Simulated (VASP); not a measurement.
# CaGe2 (space group P-3m1): computed properties

These are PBEsol GGA, VASP's PBE PAW potentials (set 64) (plane waves; VASP 6.6.1) values and carry that method's errors.

```yaml
space_group: P-3m1 (164)
cell: a = 4.0085 Å, b = 4.0085 Å, c = 4.8166 Å, α = 90.00°, β = 90.00°, γ = 120.00°
volume_per_atom: 22.34 Å^3/atom
band gap (over mesh and band path): none (metal, semimetal or under 0.01 eV)
hill_bulk_modulus: 55.2 GPa
hill_shear_modulus: 24.2 GPa
Poisson's ratio: 0.309
density: 4.59 g/cm³
optical Γ-point spectrum: 161 (×2), 174, 196, 227 (×2) cm⁻¹
```

CaGe$_{2}$ is taken in the trigonal space group P-3m1 (No. 164), Pearson symbol hP3. Lattice parameters: a = b = 4.0085 Å, c = 4.8166 Å, α = β = 90.00°, γ = 120.00°. Ca on 1a is coordinated by 6 Ge at 2.993 Å and 6 Ge at 3.725 Å. Ge on 2d is surrounded by 3 Ge at 2.530 Å and 3 Ca at 2.993 Å and 3 Ca at 3.725 Å. (Neighbours: up to the widest gap in distance over summed covalent radii, below 1.35, at either atom; cation-cation and far metal-metal contacts left out.)

Finite-difference elastic constants of metals are sensitive to mesh and smearing; shear constants can be off by tens of GPa.

The structure comes from a computed database's CaGe2 entry (P-3m1); how it stands against other phases isn't given here. It was relaxed first. Symmetry was kept, so distortions that lower it aren't found.
